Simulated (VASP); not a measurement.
Data:

```
CELL_PARAMETERS angstrom
      4.03689     0.00000     0.00000
      0.00000     4.03689     0.00000
      0.00000     0.00000     4.03689
ATOMIC_POSITIONS crystal
  K  0.00000 0.00000 0.00000
  Mg 0.50000 0.50000 0.50000
  F  0.50000 0.00000 0.50000
  F  0.00000 0.50000 0.50000
  F  0.50000 0.50000 0.00000
```

All values below come from PW91 GGA, VASP's PBE PAW potentials (set 64) (plane waves; VASP). Settings: 520 eV cut-off, Gaussian smearing of 0.050 eV, potentials K_sv Mg F.

### Question
What does the run give for the band gap (along the path) with the smallest direct gap where there is one?

### Answer

```
Item                                    Value
------------------------------------  -------
band gap (along the path)             7.06 eV
smallest direct gap (along the path)  7.38 eV
```

Total energies compare only between runs with the same potentials, cut-off and functional.

The compound is KMgF3 in the cubic perovskite structure. It was relaxed first.
